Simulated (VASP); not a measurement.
Consider the following.

```
AlTi3N
1.0
    4.08624     0.00000     0.00000
    0.00000     4.08624     0.00000
    0.00000     0.00000     4.08624
Ti Al N
3 1 1
Cartesian
  2.04312   0.00000   2.04312
  0.00000   2.04312   2.04312
  2.04312   2.04312   0.00000
  0.00000   0.00000   0.00000
  2.04312   2.04312   2.04312
```

These are PBEsol GGA, VASP's PBE PAW potentials (set 64) (plane waves; VASP) values and carry that method's errors. Run with 520 eV cut-off, Gaussian smearing of 0.050 eV, potentials Ti_sv Al N.

Task: Give the energies of bands 14 to 25 at the high-symmetry points, in eV from the Fermi level.

Result: 
```tsv
band	Γ	X	M	R
14	-7.57	-6.99	-6.58	-6.83
15	-3.79	-5.00	-6.58	-6.83
16	-3.79	-4.33	-5.30	-6.83
17	-3.79	-4.33	-4.83	-5.50
18	-2.12	-4.26	-2.89	-1.68
19	-2.12	-1.80	-2.89	-1.68
20	-1.86	-1.80	-1.90	-1.68
21	-1.86	-1.35	-0.07	-0.38
22	-1.86	-0.80	-0.07	-0.38
23	1.29	0.53	0.20	-0.38
24	1.29	0.53	0.20	0.28
25	1.29	1.40	0.76	0.28
```

It has no gap at this level: it comes out as a metal or semimetal.

The structure comes from a computed database's Ti3AlN entry (Pm-3m); how it stands against other phases isn't given here. It was relaxed first.
